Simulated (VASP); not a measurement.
Method: vdW-DF-cx, VASP's PBE PAW potentials (set 64) (plane waves; VASP).

The input files of a VASP run:

### INCAR
```
AGGAC = 0.0
ALGO = Normal
EDIFF = 1E-7
ENCUT = 520
GGA = CX
ISIF = 2
ISMEAR = -5
LASPH = .TRUE.
LCHARG = .TRUE.
LEFG = .TRUE.
LMAXMIX = 4
LORBIT = 11
LREAL = .FALSE.
LUSE_VDW = .TRUE.
LWAVE = .FALSE.
NEDOS = 601
NELM = 100
PREC = Accurate
SYSTEM = TiO2
```

POSCAR:
```
TiO2
9.204270
  0.4999999865   0.0000000000   0.0000000000
  0.0000000000   0.4999999865   0.0000000000
  0.0000000000   0.0000000000   0.3206790296
Ti O
2 4
Cart
  0.0000000000   0.0000000000   0.0000000000
  0.2499999932   0.2499999932   0.1603395148
  0.1520564286   0.1520564286   0.0000000000
  0.4020564218   0.0979435646   0.1603395148
  0.0979435646   0.4020564218   0.1603395148
  0.3479435579   0.3479435579   0.0000000000
```

KPOINTS:
```
Automatic mesh
0
G
 6 6 8
```

POTCAR, in this order: Ti_sv O (PBE.64 set). Program: vasp_std.

The resulting files:

File OUTCAR:
```
 ion  position               nearest neighbor table
   1  0.000  0.000  0.000-   4 1.95   5 1.95   4 1.95   5 1.95   3 1.98   6 1.98
   2  0.500  0.500  0.500-   3 1.95   6 1.95   3 1.95   6 1.95   5 1.98   4 1.98
   3  0.304  0.304  0.000-   2 1.95   2 1.95   1 1.98
   4  0.804  0.196  0.500-   1 1.95   1 1.95   2 1.98
   5  0.196  0.804  0.500-   1 1.95   1 1.95   2 1.98
   6  0.696  0.696  0.000-   2 1.95   2 1.95   1 1.98
  LATTYP: Found a simple tetragonal cell.
 ALAT       =     4.6021348754
 C/A-ratio  =     0.6413580765
 Subroutine PRICEL returns:
 Original cell was already a primitive cell.
 Subroutine GETGRP returns: Found 16 space group operations
The static configuration has the point symmetry D_2h.
 The point group associated with its full space group is D_4h.
The dynamic configuration has the point symmetry D_2h.
 Subroutine INISYM returns: Found 16 space group operations
 Subroutine IBZKPT returns following result:
 Found     50 irreducible k-points:

 Following reciprocal coordinates:
            Coordinates               Weight
  0.000000  0.000000  0.000000      1.000000
  0.166667  0.000000  0.000000      4.000000
  0.333333  0.000000  0.000000      4.000000
  0.500000  0.000000  0.000000      2.000000
  0.166667  0.166667  0.000000      4.000000
  0.333333  0.166667  0.000000      8.000000
  0.500000  0.166667  0.000000      4.000000
  0.333333  0.333333  0.000000      4.000000
  0.500000  0.333333  0.000000      4.000000
  0.500000  0.500000  0.000000      1.000000
  0.000000  0.000000  0.125000      2.000000
  0.166667  0.000000  0.125000      8.000000
  0.333333  0.000000  0.125000      8.000000
  0.500000  0.000000  0.125000      4.000000
  0.166667  0.166667  0.125000      8.000000
  0.333333  0.166667  0.125000     16.000000
  0.500000  0.166667  0.125000      8.000000
  0.333333  0.333333  0.125000      8.000000
...
```

File OSZICAR:
```
       N       E                     dE             d eps       ncg     rms          rms(c)
DAV:   1     0.684354395617E+03    0.68435E+03   -0.25089E+04  2800   0.203E+03
DAV:   2     0.640500849759E+02   -0.62030E+03   -0.59948E+03  3004   0.581E+02
DAV:   3    -0.538799980366E+02   -0.11793E+03   -0.11586E+03  4376   0.216E+02
DAV:   4    -0.591124878836E+02   -0.52325E+01   -0.52253E+01  3696   0.489E+01
DAV:   5    -0.593377220899E+02   -0.22523E+00   -0.22518E+00  4000   0.864E+00    0.322E+01
DAV:   6    -0.429218758875E+02    0.16416E+02   -0.11555E+02  3400   0.103E+02    0.120E+01
DAV:   7    -0.425362684765E+02    0.38561E+00   -0.16879E+01  3576   0.325E+01    0.790E+00
DAV:   8    -0.426360062296E+02   -0.99738E-01   -0.51123E+00  3508   0.207E+01    0.477E+00
DAV:   9    -0.423833827919E+02    0.25262E+00   -0.24565E+00  3552   0.137E+01    0.129E+00
DAV:  10    -0.423867278455E+02   -0.33451E-02   -0.13542E-01  3496   0.297E+00    0.191E-01
DAV:  11    -0.423871993474E+02   -0.47150E-03   -0.82683E-03  3484   0.622E-01    0.106E-01
DAV:  12    -0.423872024243E+02   -0.30769E-05   -0.70162E-04  3600   0.191E-01    0.573E-02
DAV:  13    -0.423871613966E+02    0.41028E-04   -0.14977E-04  4036   0.772E-02    0.937E-03
DAV:  14    -0.423871620134E+02   -0.61680E-06   -0.79494E-06  3232   0.213E-02    0.456E-03
DAV:  15    -0.423871622670E+02   -0.25367E-06   -0.39338E-06  4172   0.155E-02    0.311E-03
DAV:  16    -0.423871621252E+02    0.14184E-06   -0.10799E-06  3512   0.960E-03    0.881E-04
DAV:  17    -0.423871621095E+02    0.15735E-07   -0.52924E-08  1940   0.270E-03
   1 F= -.42387162E+02 E0= -.42387162E+02  d E =0.000000E+00
```

### OUTCAR
```
------------------------ aborting loop because EDIFF is reached ----------------------------------------
  FORCE on cell =-STRESS in cart. coord.  units (eV):
  Direction    XX          YY          ZZ          XY          YZ          ZX
  --------------------------------------------------------------------------------------
  Total       -0.0207430     -0.0207430      0.0273769     -0.0000000      0.0000000      0.0000000
  in kB       -0.5316218     -0.5316218      0.7016427     -0.0000000      0.0000000      0.0000000
  external PRESSURE =      -0.1205337 kB  Pullay stress =       0.0000000 kB
  volume of cell :       62.51
      direct lattice vectors                 reciprocal lattice vectors
     4.602134875  0.000000000  0.000000000     0.217290459  0.000000000  0.000000000
     0.000000000  4.602134875  0.000000000     0.000000000  0.217290459  0.000000000
     0.000000000  0.000000000  2.951616371     0.000000000  0.000000000  0.338797416
 POSITION                                       TOTAL-FORCE (eV/Angst)
 -----------------------------------------------------------------------------------
      0.00000      0.00000      0.00000         0.000000      0.000000      0.000000
      2.30107      2.30107      1.47581         0.000000      0.000000      0.000000
      1.39957      1.39957      0.00000         0.000488      0.000488     -0.000000
      3.70064      0.90150      1.47581         0.000488     -0.000488      0.000000
      0.90150      3.70064      1.47581        -0.000488      0.000488     -0.000000
      3.20257      3.20257      0.00000        -0.000488     -0.000488      0.000000
 -----------------------------------------------------------------------------------
    total drift:                                0.000000      0.000000      0.000000
  FREE ENERGIE OF THE ION-ELECTRON SYSTEM (eV)
  ---------------------------------------------------
  free  energy   TOTEN  =       -42.3871621095 eV

  energy  without entropy=      -42.3871621095  energy(sigma->0) =      -42.38716211

 total charge

# of ion       s       p       d       tot
------------------------------------------
    1        2.220   6.302   1.722  10.244
    2        2.220   6.302   1.722  10.244
    3        1.567   3.491   0.000   5.058
    4        1.567   3.491   0.000   5.058
    5        1.567   3.491   0.000   5.058
    6        1.567   3.491   0.000   5.058
--------------------------------------------------
tot         10.706  26.568   3.443  40.718
```
(Selected blocks of OUTCAR.)

OUTCAR:
```
 val. band max:        4.7162764016   @ k =   0.0000   0.0000   0.0000

 cond. band min:       6.5393700886   @ k =   0.0000   0.0000   0.0000


 Fermi energy:         4.7286689418

 k-point     1 :       0.0000    0.0000    0.0000
  band No.  band energies     occupation
      1     -51.9891      2.00000
      2     -51.9717      2.00000
      3     -28.4282      2.00000
      4     -28.4282      2.00000
      5     -28.2637      2.00000
      6     -28.2637      2.00000
      7     -28.2231      2.00000
      8     -28.1895      2.00000
      9     -13.3965      2.00000
     10     -12.2211      2.00000
     11     -11.4972      2.00000
     12     -11.4972      2.00000
     13      -1.0398      2.00000
     14      -0.6336      2.00000
     15      -0.2470      2.00000
     16       0.9126      2.00000
     17       0.9126      2.00000
     18       2.1360      2.00000
     19       2.1360      2.00000
     20       2.7436      2.00000
     21       4.0213      2.00000
     22       4.2570      2.00000
     23       4.2570      2.00000
     24       4.7163      2.00000
     25       6.5394      0.00000
     26       6.8242      0.00000
     27       7.0894      0.00000
     28       7.1862      0.00000

 k-point     2 :       0.1667    0.0000    0.0000
  band No.  band energies     occupation
      1     -51.9880      2.00000
      2     -51.9729      2.00000
      3     -28.4193      2.00000
      4     -28.4184      2.00000
      5     -28.2745      2.00000
      6     -28.2737      2.00000
      7     -28.2208      2.00000
      8     -28.1918      2.00000
      9     -13.2992      2.00000
     10     -12.2263      2.00000
     11     -11.5936      2.00000
     12     -11.5344      2.00000
     13      -0.8624      2.00000
     14      -0.5229      2.00000
     15      -0.0647      2.00000
     16       0.9238      2.00000
     17       0.9319      2.00000
     18       1.9654      2.00000
     19       2.0906      2.00000
     20       2.7568      2.00000
...
```

The compound is TiO2 in the rutile structure. It was relaxed first.
